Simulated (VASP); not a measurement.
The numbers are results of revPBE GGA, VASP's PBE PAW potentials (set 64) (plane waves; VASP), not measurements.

The input files of a VASP run:

**KPOINTS**
```
k-points along high-symmetry lines
15
Line-mode
Reciprocal
  0.000000   0.000000   0.000000 ! GAMMA
  0.000000   0.500000   0.000000 ! X

  0.000000   0.500000   0.000000 ! X
  0.500000   0.500000   0.000000 ! M

  0.500000   0.500000   0.000000 ! M
  0.000000   0.000000   0.000000 ! GAMMA

  0.000000   0.000000   0.000000 ! GAMMA
  0.500000   0.500000   0.500000 ! R

  0.500000   0.500000   0.500000 ! R
  0.000000   0.500000   0.000000 ! X

  0.500000   0.500000   0.500000 ! R
  0.500000   0.500000   0.000000 ! M
```

POSCAR:
```
KZnF3
4.1926180
  1.0000000867   0.0000000000   0.0000000000
  0.0000000000   1.0000000867   0.0000000000
  0.0000000000   0.0000000000   1.0000000867
K Zn F
1 1 3
direct
  0.0000000000   0.0000000000   0.0000000000
  0.5000000000   0.5000000000   0.5000000000
  0.5000000000   0.0000000000   0.5000000000
  0.0000000000   0.5000000000   0.5000000000
  0.5000000000   0.5000000000   0.0000000000
```

### INCAR
```
! general
SYSTEM   =  KZnF3
PREC     =  Accurate
ENCUT    =  520   ! plane-wave cut-off (eV)
LREAL    =  .FALSE.
LASPH    =  .TRUE.
ICHARG   =  11   ! fixed density

! electronic loop
EDIFF    =  1E-7   ! SCF stop (eV)
NELM     =  100   ! most electronic steps
ALGO     =  Normal   ! blocked Davidson
LMAXMIX  =  4

! smearing
ISMEAR   =  0   ! Gaussian
SIGMA    =  0.05

! functional
GGA      =  RE   ! revPBE

! output
LWAVE    =  .FALSE.
LCHARG   =  .FALSE.
LORBIT   =  11   ! lm-projected
```

POTCAR, in this order: K_sv Zn F (PBE.64 set). Program: vasp_std. Read from the step before: CHGCAR.

Output

**OUTCAR**
```
 ion  position               nearest neighbor table
   1  0.000  0.000  0.000-
   2  0.500  0.500  0.500-   3 2.10   4 2.10   5 2.10   5 2.10   3 2.10   4 2.10
   3  0.500  0.000  0.500-   2 2.10   2 2.10
   4  0.000  0.500  0.500-   2 2.10   2 2.10
   5  0.500  0.500  0.000-   2 2.10   2 2.10
  LATTYP: Found a simple cubic cell.
 ALAT       =     4.1926183633
 Subroutine PRICEL returns:
 Original cell was already a primitive cell.
 Subroutine GETGRP returns: Found 48 space group operations
The static configuration has the point symmetry O_h .
The dynamic configuration has the point symmetry O_h .
 Subroutine INISYM returns: Found 48 space group operations
   k-points           NKPTS =     90   k-points in BZ     NKDIM =     90   number of bands    NBANDS=     25
   number of dos      NEDOS =    301   number of ions     NIONS =      5
   total plane-waves  NPLWV =  32768
   dimension x,y,z NGX =    32 NGY =   32 NGZ =   32
   dimension x,y,z NGXF=    64 NGYF=   64 NGZF=   64
   ions per type =               1   1   3
   PREC   = accura    normal or accurate (medium, high low for compatibility)
   ISTART =      0    job   : 0-new  1-cont  2-samecut
   ICHARG =     11    charge: 1-file 2-atom 10-const
   ISPIN  =      1    spin polarized calculation?
   LNONCOLLINEAR =      F non collinear calculations
   LSORBIT =      F    spin-orbit coupling
   INIWAV =      1    electr: 0-lowe 1-rand  2-diag
   ENCUT  =  520.0 eV  38.22 Ry    6.18 a.u.   7.80  7.80  7.80*2*pi/ulx,y,z
   NELM   =    100;   NELMIN=  2; NELMDL= -5     # of ELM steps
   EDIFF  = 0.1E-06   stopping-criterion for ELM
   LREAL  =      F    real-space projection
   NLSPLINE    = F    spline interpolate recip. space projectors
   LMAXMIX     =    4 max onsite mixed and CHGCAR
   VOSKOWN=      0    Vosko Wilk Nusair interpolation
   EDIFFG = 0.1E-05   stopping-criterion for IOM
   NSW    =      0    number of steps for IOM
   NBLOCK =      1;   KBLOCK =      1    inner block; outer block
   IBRION =     -1    ionic relax: 0-MD 1-quasi-New 2-CG
   NFREE  =      0    steps in history (QN), initial steepest desc. (CG)
   ISIF   =      2    stress and relaxation
   ISYM   =      2    0-nonsym 1-usesym 2-fastsym
   TEIN   =    0.0    initial temperature
   TEBEG  =    0.0;   TEEND  =   0.0 temperature during run
   SMASS  =  -3.00    Nose mass-parameter (am)
   PSTRESS=    0.0 pullay stress
   NELECT =      42.0000    total number of electrons
   EFERMI =   0.00;   METHOD = LEGACY
   ISMEAR =     0;   SIGMA  =   0.05  broadening in eV -4-tet -1-fermi 0-gaus
   IALGO  =     38    algorithm
   LDIAG  =      T    sub-space diagonalisation (order eigenvalues)
   IMIX   =      4    mixing-type and parameters
     AMIX     =   0.40;   BMIX     =  1.00
     AMIX_MAG =   1.60;   BMIX_MAG =  1.00
     AMIN     =   0.10
   GGA     = RE    functional components
   VOSKOWN =     0    Vosko Wilk Nusair interpolation
   LHFCALC =     F    Hartree Fock is set to
   LHFONE  =     F    Hartree Fock one center treatment
   AEXX    =    0.0000 exact exchange contribution
   IVDW    =     0    specifies the selected vdW correction
   LEPSILON=     F    determine dielectric tensor
   LRPA    =     F    only Hartree local field effects (RPA)
  energy-cutoff  :      520.00
  volume of cell :       73.70
      direct lattice vectors                 reciprocal lattice vectors
     4.192618363  0.000000000  0.000000000     0.238514435  0.000000000  0.000000000
     0.000000000  4.192618363  0.000000000     0.000000000  0.238514435  0.000000000
     0.000000000  0.000000000  4.192618363     0.000000000  0.000000000  0.238514435
 k-point     1 :   0.0000 0.0000 0.0000  plane waves:    1935
 k-point     2 :   0.0000 0.0357 0.0000  plane waves:    1959
 k-point     3 :   0.0000 0.0714 0.0000  plane waves:    1967
 k-point     4 :   0.0000 0.1071 0.0000  plane waves:    1983
 k-point     5 :   0.0000 0.1429 0.0000  plane waves:    1983
 k-point     6 :   0.0000 0.1786 0.0000  plane waves:    1975
 k-point     7 :   0.0000 0.2143 0.0000  plane waves:    1980
...
```

File OSZICAR:
```
       N       E                     dE             d eps       ncg     rms          rms(c)
DAV:   1     0.437673147863E+03    0.43767E+03   -0.22598E+04  4500   0.198E+03
DAV:   2     0.188446616740E+02   -0.41883E+03   -0.40856E+03  5335   0.485E+02
DAV:   3    -0.178862274015E+02   -0.36731E+02   -0.36505E+02  5244   0.151E+02
DAV:   4    -0.187761289502E+02   -0.88990E+00   -0.88861E+00  7038   0.223E+01
DAV:   5    -0.187908751038E+02   -0.14746E-01   -0.14739E-01  6148   0.219E+00
DAV:   6    -0.187914479964E+02   -0.57289E-03   -0.57283E-03  6568   0.299E-01
DAV:   7    -0.187914542458E+02   -0.62494E-05   -0.62492E-05  6066   0.311E-02
DAV:   8    -0.187914543118E+02   -0.65933E-07   -0.65865E-07  5938   0.349E-03
   1 F= -.18791454E+02 E0= -.18791454E+02  d E =-.195312E-20
```

**OUTCAR**
```
 val. band max:       -1.5809463526   @ k =   0.5000   0.5000   0.5000

 cond. band min:       2.0946410284   @ k =   0.0000   0.0000   0.0000



 k-point     1 :       0.0000    0.0000    0.0000
  band No.  band energies     occupation
      1     -28.5140      2.00000
      2     -22.4664      2.00000
      3     -21.9784      2.00000
      4     -21.9784      2.00000
      5     -11.9487      2.00000
      6     -11.9487      2.00000
      7     -11.9487      2.00000
      8      -4.9090      2.00000
      9      -4.9090      2.00000
     10      -4.9090      2.00000
     11      -4.8351      2.00000
     12      -4.8351      2.00000
     13      -4.8351      2.00000
     14      -4.5846      2.00000
     15      -4.5846      2.00000
     16      -3.0199      2.00000
     17      -3.0199      2.00000
     18      -3.0199      2.00000
     19      -2.8800      2.00000
     20      -2.8800      2.00000
     21      -2.8800      2.00000
     22       2.0946      0.00000
     23       7.6913      0.00000
     24       7.6913      0.00000
     25       7.8190      0.00000

 k-point     2 :       0.0000    0.0357    0.0000
  band No.  band energies     occupation
      1     -28.5139      2.00000
      2     -22.4652      2.00000
      3     -21.9798      2.00000
      4     -21.9788      2.00000
      5     -11.9489      2.00000
      6     -11.9484      2.00000
      7     -11.9484      2.00000
      8      -4.9806      2.00000
      9      -4.9144      2.00000
     10      -4.9144      2.00000
     11      -4.8350      2.00000
     12      -4.8310      2.00000
     13      -4.8310      2.00000
     14      -4.5846      2.00000
     15      -4.5186      2.00000
     16      -3.0220      2.00000
     17      -3.0193      2.00000
     18      -3.0193      2.00000
     19      -2.8858      2.00000
     20      -2.8801      2.00000
     21      -2.8801      2.00000
     22       2.1190      0.00000
     23       7.7004      0.00000
     24       7.7007      0.00000
...
```

The density is held fixed in this step, so its total energy and stress have no physical meaning.

The compound is KZnF3 in the cubic perovskite structure. It was relaxed first, which changed the volume by +11 %.
